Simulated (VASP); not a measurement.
Given:

```yaml
crystal:
  lattice:
    - [4.28744, 0.00000, 0.00000]
    - [-2.14372, 3.71303, 0.00000]
    - [0.00000, 0.00000, 8.67641]
  atoms:
    - { symbol: La, position: [0.33333, 0.66667, 0.20546] }
    - { symbol: La, position: [0.33333, 0.66667, 0.79454] }
    - { symbol: Cu, position: [0.66667, 0.33333, 0.00000] }
    - { symbol: Cu, position: [0.00000, 0.00000, 0.00000] }
    - { symbol: I, position: [0.00000, 0.00000, 0.50000] }
```

All values below come from LDA (Ceperley-Alder, Perdew-Zunger), VASP's LDA PAW potentials (set 64) (plane waves; VASP). Settings: 300 eV cut-off, 7×7×3 Γ-centred mesh, Fermi-Dirac smearing of 0.10 eV, potentials La Cu I.

At this cut-off the stress carries a Pulay error, which pulls relaxed volumes low. Unless said otherwise, spin-orbit coupling is left out, though it shifts the bands of the heavy elements here.

**Question.** What does the run give for the energy per atom (σ→0), pressure, band gap (on the k-mesh) with the smallest direct gap where there is one?

**Answer.** 
```json
{
 "band gap (on the k-mesh)": "none (metal, semimetal or under 0.01 eV)",
 "energy per atom (σ→0)": "-5.078 eV/atom",
 "pressure": "-4.43 GPa"
}
```

Total energies compare only between runs with the same potentials, cut-off and functional.

The structure comes from a computed database's La2Cu2I entry (P-6m2); how it stands against other phases isn't given here. The cell was not relaxed at this level. The electron count is odd and the run is not spin-polarised, which forces a metal.
